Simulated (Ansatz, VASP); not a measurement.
# Cross-check of MoS2 between VASP and Ansatz, part 2 of 2

Aim: how closely do two programs agree when they are given the same cell, functional and k mesh? The cell is taken from a series of runs on this material, whose earlier steps may have relaxed, scaled, displaced or heated it; both programs get it as it stands.

VASP 6.6.1 and Ansatz 0.2.0.

So far: Set-up; VASP: dielectric response, PBEsol.

### 3. Ansatz: dielectric response, PBEsol

Level of this step: Ansatz beside VASP: Kohn-Sham DFT, plane waves, PBEsol (Ansatz).

Ansatz runs on its PAW soft_1 files.

The same cell, functional and mesh now go to Ansatz, which takes its cutoff from its data sets.

input.yaml

```yaml
crystal:
  lattice:
    - [3.1091080385, 0.0, 0.0]
    - [-1.5545540193, 2.6925665445, 0.0]
    - [0.0, 0.0, 11.710524896]
  atoms:
    - { symbol: Mo, position: [0.6666666667, 0.3333333333, 0.75] }
    - { symbol: Mo, position: [0.3333333333, 0.6666666667, 0.25] }
    - { symbol: S, position: [0.6666666667, 0.3333333333, 0.3834947211] }
    - { symbol: S, position: [0.3333333333, 0.6666666667, 0.8834947211] }
    - { symbol: S, position: [0.6666666667, 0.3333333333, 0.1165052789] }
    - { symbol: S, position: [0.3333333333, 0.6666666667, 0.6165052789] }
kpoints:
  mp_grid: { grid: [8, 8, 2] }
scf:
  occupations: { method: fixed }
hamiltonian:
  xc: pbesol
  pseudopotentials: { kind: paw, azcp: { folder: soft_1 }, xc_functional: pbe }
dielectric: {}
```

Run with:

```console
ansatz run input.yaml --threads 4 --pin off --max-ram 8192MiB --backend cpu --events-out ev --progress --plain --runs-dir out
```

Numbers of over 12 decimals in the logs are rounded to 6 here.

The program printed:

```text
Engine: ansatz 0.2.0, aarch64-unknown-linux-gnu
Pseudopotentials: kind: paw
Pseudopotential: Mo, paw, valence charge 14, recommended cutoff 420 eV (normal), soft_1/Mo.paw.azcp
Pseudopotential: S, paw, valence charge 6, recommended cutoff 420 eV (normal), soft_1/S.paw.azcp
Functional definition: PBEsol
  exchange = pbesol_x
  correlation = pbesol_c
Crystal: 6 atoms, lattice volume = 98.034 Å³
Basis set: ecut = 420 eV, 1887 PW (Γ), exchange–correlation on 48×48×160 points (8 copies of the dense FFT grid, shifted against one another)
Bands: 32, of which v1, the nominal top of the filled ones, is band 26 counted from 1 (25 counted from 0)
Symmetry: 24 space group operations
k-points: 42 of 128 (irreducible under 2 space group operations, time reversal used)
Non-local potential: Mo, projectors of the file, l = 0: 3, l = 1: 2, l = 2: 2, l = 3: 1
Non-local potential: S, projectors of the file, l = 0: 2, l = 1: 2, l = 2: 1
PAW form: soft (Blöchl's): semilocal exchange-correlation on the pseudo side does not see the compensation charge
PAW frozen core: Mo, regenerated for the run's functional, and the local potential with it (the file was generated under x = pbe(κ = 0.804, μ = 0.219515), c = pbe(β = 0.066725))
PAW frozen core: S, regenerated for the run's functional, and the local potential with it (the file was generated under x = pbe(κ = 0.804, μ = 0.219515), c = pbe(β = 0.066725))
PAW one-centre angular grid: Mo, 590 points (default); XC on 64 Gauss nodes
PAW one-centre angular grid: S, 110 points (default); XC on 64 Gauss nodes
Initial density: superposition of atomic densities (chi_scale 0.1, normalization cell, long waves kept (reshape's long-wave potential 0.06 eV rms))
Initial wavefunctions: pseudopotential atomic-orbital guess
Functional: x = pbesol(κ = 0.804, μ = 0.123457), c = pbesol(β = 0.046)
SCF iter   1: F=—  HF=-13341.933949 eV  |F-HF|=—  |Δ(HF+E_count)|=         —  Δρ=6.15e-2  dr2=4.74e0  ethr=3.10e-3  ⟨swp⟩=5.1  Hψ=5895  notcnv=0  defer=105
preconditioner: auto → Resta (q_TF=auto, 2.455 Å⁻¹)  ε∞=8.2  [insulator: Δε(μ)=0.531 eV  Ē_g=8.386 eV  n_scr=26 (ndim 8)  ℏωp=22.5 eV  f_vac=0.000  ε∞_Penn≈8.2]
SCF iter   2: F=—  HF=-13340.731121 eV  |F-HF|=—  |Δ(HF+E_count)|=    1.20e0  Δρ=2.79e-2  dr2=1.69e0  ethr=3.10e-3  ⟨swp⟩=3.4  Hψ=2783  notcnv=0  defer=84
SCF iter   3: F=—  HF=-13340.374366 eV  |F-HF|=—  |Δ(HF+E_count)|=   3.57e-1  Δρ=1.43e-2  dr2=2.39e-1  ethr=3.10e-3  ⟨swp⟩=2.2  Hψ=1894  notcnv=0  defer=148
SCF iter   4: F=—  HF=-13340.307118 eV  |F-HF|=—  |Δ(HF+E_count)|=   6.72e-2  Δρ=3.23e-3  dr2=1.59e-2  ethr=4.59e-4  ⟨swp⟩=2.8  Hψ=2439  notcnv=0  defer=153
SCF iter   5: F=—  HF=-13340.306481 eV  |F-HF|=—  |Δ(HF+E_count)|=   6.37e-4  Δρ=8.13e-4  dr2=9.02e-4  ethr=3.05e-5  ⟨swp⟩=2.4  Hψ=1941  notcnv=0  defer=166
SCF iter   6: F=—  HF=-13340.306779 eV  |F-HF|=—  |Δ(HF+E_count)|=   2.97e-4  Δρ=3.09e-4  dr2=1.40e-4  ethr=1.73e-6  ⟨swp⟩=2.4  Hψ=2486  notcnv=0  defer=166
SCF iter   7: F=—  HF=-13340.306773 eV  |F-HF|=—  |Δ(HF+E_count)|=   5.52e-6  Δρ=3.24e-5  dr2=1.25e-6  ethr=2.69e-7  ⟨swp⟩=2.0  Hψ=1872  notcnv=0  defer=149
SCF iter   8: F=—  HF=-13340.306773 eV  |F-HF|=—  |Δ(HF+E_count)|=   1.02e-7  Δρ=7.51e-6  dr2=5.06e-8  ethr=2.40e-9  ⟨swp⟩=2.3  Hψ=2514  notcnv=0  defer=98
SCF iter   9: F=—  HF=-13340.306773 eV  |F-HF|=—  |Δ(HF+E_count)|=   5.65e-8  Δρ=1.61e-6  dr2=3.19e-9  ethr=9.73e-11  ⟨swp⟩=2.2  Hψ=2138  notcnv=0  defer=98
SCF iter  10: F=—  HF=-13340.306773 eV  |F-HF|=—  |Δ(HF+E_count)|=  2.69e-10  Δρ=2.72e-7  dr2=1.08e-10  ethr=6.14e-12  ⟨swp⟩=2.1  Hψ=2180  notcnv=0  defer=98
SCF iter  11: F=-13340.306773 eV  HF=-13340.306773 eV  |F-HF|=1.82e-12  |Δ(HF+E_count)|=  9.09e-12  Δρ=6.43e-8  dr2=5.59e-12  ethr=1.00e-12  ⟨swp⟩=10.4  Hψ=5633  notcnv=0
SCF 1 converged in 11 iterations: F = -13340.306773 eV  dr2 = 5.59e-12
  greatest PAW one-centre occupation: 0.999 electrons in one spin orbital (limit 2), on the Mo atom at site 1 (counted from 0), in its partial waves of l = 0
NSCF: frozen V_eff on 2 k-points
DFPT response loops at Γ: preconditioner auto → Resta (q_TF=auto, 2.455 Å⁻¹)  ε∞=9.6 (no band partly filled); β = 1.00, the filter's whole step (`scf.mixing.beta` (0.50) is not read by the response loops at its default; to damp them type it under 1.00, their step now; it binds the ground state too); Broyden in place of MSR1
── the response to a field inside a basis, on 14×14×4 k-points: an SCF that follows is theirs, and a resumed run solves both again ──
Bands: 27, of which v1, the nominal top of the filled ones, is band 26 counted from 1 (25 counted from 0)
k-points: 112 of 784 (irreducible under 8 space group operations)
Initial density: handed on by an earlier stage of this run
Initial wavefunctions: pseudopotential atomic-orbital guess (no wavefunctions were taken with the density)
Eigensolver: Dense (112 Hₖ)
SCF iter   1: F=—  HF=-13340.256644 eV  |F-HF|=—  |Δ(HF+E_count)|=         —  Δρ=2.32e-4  dr2=1.10e-5  ethr=1.00e-1
preconditioner: auto → Resta (q_TF=auto, 2.455 Å⁻¹)  ε∞=10.6  [insulator: Δε(μ)=0.626 eV  Ē_g=7.272 eV  n_scr=26 (ndim 8)  ℏωp=22.5 eV  f_vac=0.002  ε∞_Penn≈10.6]
SCF iter   2: F=—  HF=-13340.256650 eV  |F-HF|=—  |Δ(HF+E_count)|=   5.99e-6  Δρ=1.27e-4  dr2=3.49e-6  ethr=2.11e-8
SCF iter   3: F=—  HF=-13340.256653 eV  |F-HF|=—  |Δ(HF+E_count)|=   2.56e-6  Δρ=1.70e-5  dr2=4.27e-7  ethr=6.71e-9
SCF iter   4: F=-13340.256653 eV  HF=-13340.256653 eV  |F-HF|=9.03e-9  |Δ(HF+E_count)|=   5.32e-8  Δρ=5.59e-6  dr2=3.55e-8  ethr=8.21e-10
SCF 1 converged in 4 iterations: F = -13340.256653 eV  dr2 = 3.55e-8
DFPT response loops at Γ: preconditioner auto → Resta (q_TF=auto, 2.455 Å⁻¹)  ε∞=9.8 (no band partly filled); β = 1.00, the filter's whole step (`scf.mixing.beta` (0.50) is not read by the response loops at its default; to damp them type it under 1.00, their step now; it binds the ground state too); Broyden in place of MSR1
SCF converged after 11 iterations
Free energy (F): -13340.306773 eV
Harris-Foulkes:  -13340.306773 eV  (|F-HF|=1.82e-12)
Internal energy: -13340.306773 eV  (E = F + TS)
E sigma→0 (E₀):  -13340.306773 eV
Fermi energy:    12.488226 eV
--- Per-component energies (eV) ---
  E_band       = -242.592306
  E_kinetic    = 1274.535268
  E_local      = -3501.587236  (includes V_loc(G=0)·N_el)
  E_nonlocal   = 438.683736
  E_hartree    = 1339.817492
  E_xc         = -706.193384
  E_vxc        = -773.769265  (∫ρ·V_xc dr)
  E_paw        = -8677.561074  (= ΣΔE_a)
  E_vpaw       = -360.089904  (= ΣTr[D̂ρ^β])
  E_aug_tail   = 0.000081  (compensation charges beyond the density's cutoff)
  E_ewald      = -3508.668055
  E_core_change = 0.666397  (= ΣΔE_core)
  E_smearing   = -0.000000  (= −TS)
  E_closure    = 0.000000  (closes the sum)
  Σ components = -13340.306773   (vs F -13340.306773, Δ=0.00e0)
--- Band table (eV; the first three rows and the last of 42) ---
  k-point 0: bands = [... 22 lower, 10.2268, 10.8894, 11.5255, 12.4882, 14.5218, 14.5218, 14.5708, 14.5708, ... 2 higher]
  k-point 1: bands = [... 22 lower, 10.1808, 10.1808, 12.2282, 12.2282, 14.5182, 14.5182, 14.5182, 14.5182, ... 2 higher]
  k-point 2: bands = [... 22 lower, 10.2795, 10.9392, 11.5223, 11.8808, 14.2178, 14.3161, 14.3298, 14.4991, ... 2 higher]
  k-point 41: bands = [... 22 lower, 9.8589, 9.8589, 11.0746, 11.0746, 13.8188, 13.8188, 14.5201, 14.5201, ... 2 higher]
--- Dielectric response (ions clamped): 3 representative field directions + reference, inside a basis on a mesh of 784 k-points (Σ response iterations 12) ---
  ε∞ (high-frequency dielectric tensor):
       15.995445    -0.000000    -0.000000
       -0.000000    15.995445    -0.000000
       -0.000000    -0.000000     8.743311
  Born effective charges Z* (e; rows j = field, columns β = displacement):
    site 0:
        -1.15649    0.00000   -0.00000
         0.00000   -1.15649    0.00000
        -0.00000    0.00000   -0.99136
    site 1:
        -1.15649    0.00000   -0.00000
         0.00000   -1.15649    0.00000
        -0.00000    0.00000   -0.99136
    site 2:
         0.57825   -0.00000    0.00000
        -0.00000    0.57825   -0.00000
         0.00000   -0.00000    0.49568
    site 3:
         0.57825   -0.00000   -0.00000
        -0.00000    0.57825    0.00000
        -0.00000    0.00000    0.49568
    site 4:
         0.57825   -0.00000   -0.00000
        -0.00000    0.57825    0.00000
        -0.00000    0.00000    0.49568
    site 5:
         0.57825   -0.00000    0.00000
        -0.00000    0.57825   -0.00000
         0.00000   -0.00000    0.49568
  Z* charge neutrality: 6.057e-3 e pre-enforcement
  solved inside a basis spanned on kpoints, on 14×14×4 k-points, its susceptibility summed on 16×16×4: ε∞ is read to err by 7.0e-2, Z* by 1.8e-2 e (field_mesh: kpoints solves on kpoints); Z* is corrected for what the basis lacks
```

### 4. Differences

Known differences besides the potentials themselves: fixed occupations in Ansatz, narrow Gaussian smearing in VASP; VASP's response is taken on the typed mesh, Ansatz refines its own for the field response alone; the cutoff is 420 eV in Ansatz and 400 eV in VASP; Ansatz makes its cores anew for this functional, VASP keeps those of its PBE data sets. Total energies have different zeros and are not compared.

The two programs side by side:

```
quantity  Ansatz   VASP  difference
   ε∞ xx   16.00  15.96     +0.24 %
   ε∞ yy   16.00  15.96     +0.24 %
   ε∞ zz    8.74   8.82     -0.87 %
```

### 5. Outcome

```json
{"difference in ε∞ zz (dielectric response, PBEsol)": "-0.87 %"}
```

The difference in ε∞ zz is -0.87 % (dielectric response, PBEsol), within the 5 % picked in this series as the mark of a large difference. Such differences can come from data sets, numerical settings and the points named under the comparisons, not from the functional's error against experiment.

[Lines on the potential files, build, host, timing and source positions are cut from VASP's logs without a mark.]

[Logs are printed without paths, hosts, clocks, repeated set-up lines and the standing remarks that a program may print on its own settings, such as how far it seeks lower states.]

[Hosts, paths, dates, database ids (printed as entryN), source tags and the programs' standing remarks are cut or masked in the printed files.]
